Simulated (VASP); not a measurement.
# CS2 in VASP: notebook

Runs on CS2. Level: PBE+D3(BJ). Tasks: single point.

Program: VASP 6.6.1. These are calculated values, not measurements. Logs are shortened: lines on timing, memory, paths and dates and some standing lists are left out, and cuts for length are marked.

**1. Starting point**

The cell holds a amorphous, 24 atoms: a = 9.283 Å, b = 9.283 Å, c = 9.283 Å, α = 90.00°, β = 90.00°, γ = 90.00°.

The cell was built by a generator and needn't be a form met in nature.

**2. Single point, PBE+D3(BJ)**

The input, INCAR:

```
PREC = Accurate
ENCUT = 520
EDIFF = 1E-7
ISMEAR = -1
SIGMA = 0.02
LREAL = Auto
LASPH = T
NELM = 100
ALGO = Normal
ISIF = 2
LWAVE = F
LCHARG = F
GGA = PE
IVDW = 12
NBANDS = 82
```

The input, KPOINTS:

```
regular mesh
0
Gamma
  1 1 1
```

The input, POSCAR:

```
CS2
1.0
    9.2831780000      0.0000000000      0.0000000000
    0.0000000000      9.2831780000      0.0000000000
    0.0000000000      0.0000000000      9.2831780000
S C
16 8
Direct
    0.1677011903      0.8979683466      0.3702934491
    0.0453293043      0.9560088151      0.0738863350
    0.7608278113      0.7334018587      1.0640644831
    0.9689677393      0.7081087964      0.8088286145
    0.5615426097      0.2867444748     -0.0953983647
    0.5419372547      0.4209657512      0.2151418404
    0.2325388999      0.3166372550      0.1506811568
   -0.0865328662      0.3954249288      0.0381550370
    0.8693574550      0.1490006978      0.7231575221
    0.8888766325      0.2046820604      0.3902758301
    0.6348687917      0.5892055501      0.6623162887
    0.3572268031      0.4209765233      0.5691369917
    0.3806993683      0.6372602141     -0.0322518862
    0.4915342569      0.9063060086      0.1574891702
    0.4704638864      0.0757068323      0.5240446752
    0.2181795932      0.1497978386      0.7332618205
    0.1160917091      0.9078895180      0.2155619552
    0.8943596686      0.7239223464      0.9615888007
    0.5605623419      0.3640779052      0.0539793592
    0.0744788046      0.3392265020      0.1058581447
    0.8706501157      0.1548392156      0.5529895042
    0.5088559112      0.4807620838      0.6128181534
    0.4708409125      0.7616788130      0.0497351230
    0.3319014243      0.0892151373      0.6220929944
```

Potentials or basis: VASP PAW PBE potentials, release 64 (S, C).

Launch:

```bash
$ cat potpaw_PBE.64/S/POTCAR potpaw_PBE.64/C/POTCAR > POTCAR
$ mpirun -np 1 vasp_gam > vasp.out
```

OUTCAR:

```text
PREC = Accurate
   ENCUT = 520
   EDIFF = 1E-7
   ISMEAR = -1
   LREAL = Auto
   LASPH = T
   NELM = 100
   ISIF = 2
   GGA = PE
   IVDW = 12
 IVDW          = 12

 ion  position               nearest neighbor table
   1  0.168  0.898  0.370-  17 1.52
   2  0.045  0.956  0.074-  17 1.54
   3  0.761  0.733  0.064-  18 1.57
   4  0.969  0.708  0.809-  18 1.59
   5  0.562  0.287  0.905-  19 1.56
   6  0.542  0.421  0.215-  19 1.60
[... 8 lines left out ...]
  15  0.470  0.076  0.524-  24 1.58
  16  0.218  0.150  0.733-  24 1.58
  17  0.116  0.908  0.216-   1 1.52   2 1.54
  18  0.894  0.724  0.962-   3 1.57   4 1.59
  19  0.561  0.364  0.054-   5 1.56   6 1.60
  20  0.074  0.339  0.106-   7 1.54   8 1.70
  21  0.871  0.155  0.553-   9 1.58  10 1.59
  22  0.509  0.481  0.613-  12 1.57  11 1.61
  23  0.471  0.762  0.050-  13 1.62  14 1.69
  24  0.332  0.089  0.622-  16 1.58  15 1.58

  LATTYP: Found a simple cubic cell.
 ALAT       =     9.2831780000

  Lattice vectors:

 A1 = (   9.2831780000,   0.0000000000,   0.0000000000)
 A2 = (   0.0000000000,   9.2831780000,   0.0000000000)
 A3 = (   0.0000000000,   0.0000000000,   9.2831780000)

Analysis of symmetry for initial positions (statically):
=====================================================================
 Subroutine PRICEL returns:
 Original cell was already a primitive cell.

 Routine SETGRP: Setting up the symmetry group for a
 simple cubic supercell.

 Subroutine GETGRP returns: Found  1 space group operations
 (whereof  1 operations were pure point group operations)
 out of a pool of 48 trial point group operations.

The static configuration has the point symmetry C_1 .

Analysis of symmetry for dynamics (positions and initial velocities):
=====================================================================
 Subroutine PRICEL returns:
 Original cell was already a primitive cell.

 Routine SETGRP: Setting up the symmetry group for a
 simple cubic supercell.

 Subroutine GETGRP returns: Found  1 space group operations
 (whereof  1 operations were pure point group operations)
 out of a pool of 48 trial point group operations.

The dynamic configuration has the point symmetry C_1 .

 Subroutine INISYM returns: Found  1 space group operations
[... 118 lines left out ...]
   LREAL  =      T    real-space projection
   EDIFFG = 0.1E-05   stopping-criterion for IOM
   NSW    =      0    number of steps for IOM
   IBRION =     -1    ionic relax: 0-MD 1-quasi-New 2-CG
   NFREE  =      0    steps in history (QN), initial steepest desc. (CG)
   ISIF   =      2    stress and relaxation
   ISYM   =      2    0-nonsym 1-usesym 2-fastsym
   POTIM  = 0.5000    time-step for ionic-motion
   TEBEG  =    0.0;   TEEND  =   0.0 temperature during run
   PSTRESS=    0.0 pullay stress
   NELECT =     128.0000    total number of electrons
   NUPDOWN=      -1.0000    fix difference up-down
   EMIN   =  10.00;   EMAX   =-10.00  energy-range for DOS
   EFERMI =   0.00;   METHOD = LEGACY
   ISMEAR =    -1;   SIGMA  =   0.02  broadening in eV -4-tet -1-fermi 0-gaus
   EFERMI_NEDOS =   21; number of points for ismear=-14 and -15
   IALGO  =     38    algorithm
   IMIX   =      4    mixing-type and parameters
     AMIX     =   0.40;   BMIX     =  1.00
     AMIX_MAG =   1.60;   BMIX_MAG =  1.00
  volume/ion in A,a.u.               =      33.33       224.94
  Fermi-wavevector in a.u.,A,eV,Ry     =   0.888754  1.679501 10.747015  0.789883
  Thomas-Fermi vector in A             =   2.010225
   LORBIT       =      0    0 simple, 1 ext, 2 COOP (PROOUT), +10 PAW based schemes
   GGA     = PE    functional components
   LHFCALC =     F    Hartree Fock is set to
   AEXX    =    0.0000 exact exchange contribution
   IVDW    =    12    specifies the selected vdW correction
   LEPSILON=     F    determine dielectric tensor
   LRPA    =     F    only Hartree local field effects (RPA)
 non-spin polarized calculation
  energy-cutoff  :      520.00
  volume of cell :      800.00
 maximum number of plane-waves:     10780
 NGX is ok and might be reduce to    70
   NGX = 35   NGY = 35   NGZ = 35

 number of electron     127.9999998 magnetization

 Free energy of the ion-electron system (eV)
  ---------------------------------------------------
  ext. energy  EPLUGINS =         0.00000000
  ---------------------------------------------------
  free energy    TOTEN  =      -129.69628780 eV

  energy without entropy =     -129.69628780  energy(sigma->0) =     -129.69628780

 E-fermi :  -0.8844     XC(G=0):  -6.3977

 val. band max:       -1.3772039719   @ k =   0.0000   0.0000   0.0000
 cond. band min:       0.7104819539   @ k =   0.0000   0.0000   0.0000
 fundamental gap:      2.0876859257
 Fermi energy:        -0.8844026534

 k-point     1 :       0.0000    0.0000    0.0000
  band No.  band energies     occupation
      1     -16.8622      2.00000
      2     -16.7028      2.00000
      3     -16.6462      2.00000
      4     -16.5560      2.00000
      5     -16.4735      2.00000
      6     -16.4201      2.00000
[... 68 lines left out ...]
     75       1.8307      0.00000
     76       1.8853      0.00000
 [bands above 76 left out]

------------------------ aborting loop because EDIFF is reached ----------------------------------------

 Edisp (eV)   -2.99411

 E8    (eV) :    -1.0205

  FORCE on cell =-STRESS in cart. coord.  units (eV):
  Direction    XX          YY          ZZ          XY          YZ          ZX
  --------------------------------------------------------------------------------------
  -------------------------------------------------------------------------------------
  Total      -6.47032    -6.53515    -7.14741    -0.77329    -6.40542    -0.82790
  in kB     -12.95824   -13.08809   -14.31426    -1.54869   -12.82827    -1.65805
  external pressure =      -13.45 kB  Pullay stress =        0.00 kB

 VOLUME and BASIS-vectors are now :
 -----------------------------------------------------------------------------
  energy-cutoff  :      520.00
  volume of cell :      800.00
      direct lattice vectors                 reciprocal lattice vectors
     9.283178000  0.000000000  0.000000000     0.107721731  0.000000000  0.000000000
     0.000000000  9.283178000  0.000000000     0.000000000  0.107721731  0.000000000
     0.000000000  0.000000000  9.283178000     0.000000000  0.000000000  0.107721731

 POSITION                                       TOTAL-FORCE (eV/Angst)
 -----------------------------------------------------------------------------------
      1.55680      8.33600      3.43750         0.904268     -0.806287      1.956179
      0.42080      8.87480      0.68590         0.071271      0.219236     -1.111283
      7.06290      6.80830      0.59472         0.741206     -0.100618      0.805407
      8.99510      6.57350      7.50850         0.552270      0.020293      0.842276
      5.21290      2.66190      8.39758         0.049228      0.305460      0.459493
      5.03090      3.90790      1.99720         0.696740     -0.318682     -1.456087
[... 16 lines left out ...]
      4.37090      7.07080      0.46170        -2.285961      1.692695      1.386225
      3.08110      0.82820      5.77500         0.712593      1.114960      0.548767
 -----------------------------------------------------------------------------------
    total drift:                                0.008306     -0.009287     -0.012839

  FREE ENERGIE OF THE ION-ELECTRON SYSTEM (eV)
  ---------------------------------------------------
  free  energy   TOTEN  =      -132.6903952802 eV

  energy  without entropy=     -132.6903952802  energy(sigma->0) =     -132.69039528
```

OSZICAR:

```text
N       E                     dE             d eps       ncg     rms          rms(c)
DAV:   1     0.112519109846E+04    0.11252E+04   -0.56872E+04   164   0.134E+03
DAV:   2     0.166234519505E+02   -0.11086E+04   -0.10635E+04   224   0.261E+02
DAV:   3    -0.131529504832E+03   -0.14815E+03   -0.14568E+03   192   0.103E+02
[... 12 lines left out ...]
DAV:  16    -0.129696291542E+03    0.83310E-05   -0.99679E-06   216   0.117E-02    0.202E-02
DAV:  17    -0.129696289225E+03    0.23170E-05   -0.18803E-06   200   0.493E-03    0.136E-02
DAV:  18    -0.129696288289E+03    0.93565E-06   -0.77553E-07   192   0.334E-03    0.603E-03
DAV:  19    -0.129696287793E+03    0.49611E-06   -0.35463E-07   152   0.250E-03    0.366E-03
DAV:  20    -0.129696287802E+03   -0.92114E-08   -0.18044E-07    96   0.152E-03
   1 F= -.13269040E+03 E0= -.13269040E+03  d E =-.204147E-10
```

Run time: 100 s. Hardware: 1 thread of Intel Xeon Platinum 8488C (Sapphire Rapids), shared host; peak memory 0.63 GiB.

Results:

| Item | Value |
| --- | --- |
| Free energy | -132.6904 eV |
| Pressure | -1.3 GPa |
| Largest force | 5.130 eV/Å |
| Band gap on the k mesh | 2.09 eV, direct |
| Dispersion energy per atom | -0.125 eV |

Forces on the atoms (eV/Å):
```
S    0.904 -0.806  1.956
S    0.071  0.219 -1.111
S    0.741 -0.101  0.805
S    0.552  0.020  0.842
S    0.049  0.305  0.459
S    0.697 -0.319 -1.456
S   -0.011 -0.501  0.510
S    4.111 -1.787  1.790
S   -0.363 -0.525 -1.023
S   -0.344 -0.932  1.189
S   -1.012 -1.708 -0.634
S    0.771  0.052 -0.018
S    1.517  1.889  0.663
S   -0.033 -2.963 -2.307
S   -0.857 -0.504  0.403
S    0.438 -1.043 -0.654
C   -0.759  0.908 -0.656
C   -1.039 -0.299 -1.978
C   -0.414 -0.374  1.319
C   -4.176  1.964 -2.241
C    0.440  1.356 -0.178
C    0.291  2.341  0.382
C   -2.286  1.693  1.386
C    0.713  1.115  0.549
```

(Part 1 of 2 ends here.)
